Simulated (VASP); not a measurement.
Consider the following.

```xyz
2
Lattice="2.5483 0.0000 0.0000 0.0000 2.5483 0.0000 0.0000 0.0000 2.5483" Properties=species:S:1:pos:R:3 pbc="T T T"
Cr     0.0000     0.0000     0.0000
B      1.2742     1.2742     1.2742
```

Level of theory: PBEsol GGA, VASP's PBE PAW potentials (set 64) (plane waves; VASP). Run with 520 eV cut-off, 13×13×13 Γ-centred mesh, first-order Methfessel-Paxton smearing of 0.10 eV, potentials Cr_pv B.

Estimate the energy per atom (σ→0), band gap (on the k-mesh) with the smallest direct gap where there is one.

```
Quantity                                                    Result
------------------------  ----------------------------------------
band gap (on the k-mesh)  none (metal, semimetal or under 0.01 eV)
energy per atom (σ→0)                               -8.579 eV/atom
```

Total energies compare only between runs with the same potentials, cut-off and functional.

The structure was generated: CrB was put into the CsCl type type (Pm-3m), which need not be its known phase. It was relaxed first, which changed the volume by -32 %. The start is the result of an earlier pass. The run is not spin-polarised, so no magnetic state was tried. The electron count is odd and the run is not spin-polarised, which forces a metal.
